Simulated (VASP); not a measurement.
Computed with B3LYP hybrid, VASP's PBE PAW potentials (set 64) (plane waves; VASP 6.6.1).

The input files of a VASP run:

POSCAR:
```
I
19.580
  0.1223186925  -0.1856486210   0.0000000000
  0.1223186925   0.1856486210   0.0000000000
  0.0000000000   0.0000000000   0.5000000000
I
4
Cart
  0.2056694630  -0.0007606024   0.4425010000
  0.1619078713  -0.0005684561   0.1910125000
  0.0849432375   0.0010930991   0.3081125000
  0.0367541984   0.0002359594   0.0583735000
```

### INCAR
```
! general
SYSTEM    =  I
PREC      =  Accurate
ENCUT     =  300   ! plane-wave cut-off (eV)
LREAL     =  .FALSE.   ! projection in real space or not
LASPH     =  .TRUE.
ISYM      =  3

! electronic loop
EDIFF     =  1E-6   ! SCF stop (eV)
NELM      =  100
ALGO      =  Normal   ! blocked Davidson
LMAXMIX   =  4

! smearing
ISMEAR    =  0
SIGMA     =  0.05

! functional
GGA       =  B3
AGGAC     =  0.81
AGGAX     =  0.72
ALDAC     =  0.19
LHFCALC   =  .TRUE.
AEXX      =  0.2
HFRCUT    =  -1
PRECFOCK  =  Fast

! ions
ISIF      =  2

! output
LWAVE     =  .FALSE.
LCHARG    =  .FALSE.
```

File KPOINTS:
```
Automatic mesh
0
Gamma
4 4 4
0 0 0
```

POTCAR, in this order: I (PBE.64 set). Program: vasp_std.

**Question.** Predict the energy per atom (σ→0), pressure, largest force.

**Answer.** 
| Item | Value |
|---|---|
| energy per atom (σ→0) | -1.847 eV/atom |
| pressure | 1.87 GPa |
| largest force | 0.310 eV/Å |

**OSZICAR**
```
...
DAV:  12    -0.738978699914E+01    0.51551E-04   -0.14346E-04  1528   0.693E-02    0.269E-01
DAV:  13    -0.738978199582E+01    0.50033E-05   -0.40983E-05  1496   0.383E-02    0.160E-01
DAV:  14    -0.738978503552E+01   -0.30397E-05   -0.12240E-05  1476   0.218E-02    0.960E-02
DAV:  15    -0.738978802397E+01   -0.29885E-05   -0.38143E-06  1268   0.128E-02    0.577E-02
DAV:  16    -0.738978991247E+01   -0.18885E-05   -0.13365E-06   776   0.837E-03    0.348E-02
DAV:  17    -0.738979098843E+01   -0.10760E-05   -0.74492E-07   752   0.670E-03    0.210E-02
DAV:  18    -0.738979156472E+01   -0.57628E-06   -0.25185E-07   732   0.410E-03
   1 F= -.73897916E+01 E0= -.73897916E+01  d E =-.127247E-15
```

The structure is a typed I crystal. The cell was not relaxed at this level, atoms are displaced from their ideal sites. The run is one of a series of settings (AEXX = 0.2, AGGAC = 0.81, AGGAX = 0.72, ALDAC = 0.19, GGA = B3, HFRCUT = -1, ISYM = 3, LHFCALC = .TRUE., PRECFOCK = Fast, KPOINTS 4×4×4 Γ-centred mesh against the base run), some of them coarse on purpose.
